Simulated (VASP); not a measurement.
**AlP (relaxed from the zinc blende structure, space group F-43m): computed properties**

Method: PBE GGA, VASP's PBE PAW potentials (set 64) (plane waves; VASP 6.6.1).

```yaml
space_group: F-43m (216)
cell: a = b = c = 5.5068 Å, α = β = γ = 90.00°
volume_per_atom: 20.87 Å^3/atom
band gap (over mesh and band path): 1.63 eV
smallest direct gap (over mesh and band path): 3.09 eV
band_edge_character: indirect, Γ to X
density: 2.31 g/cm³
```

Space group F-43m (No. 216); a = b = c = 5.507 Å, α = β = γ = 90.00°

| atom | site | symmetry | x | y | z |
|---|---|---|---|---|---|
| Al | 4a | -43m | 0.0000 | 0.0000 | 0.0000 |
| P | 4d | -43m | 0.7500 | 0.7500 | 0.7500 |
(The calculation used a cell of 2 atoms; values per cell refer to that cell.)

The structure was generated: AlP was put into the zinc blende type (F-43m), which need not be its known phase. It was relaxed first, which changed the volume by +14 %. Symmetry was kept, so distortions that lower it aren't found.
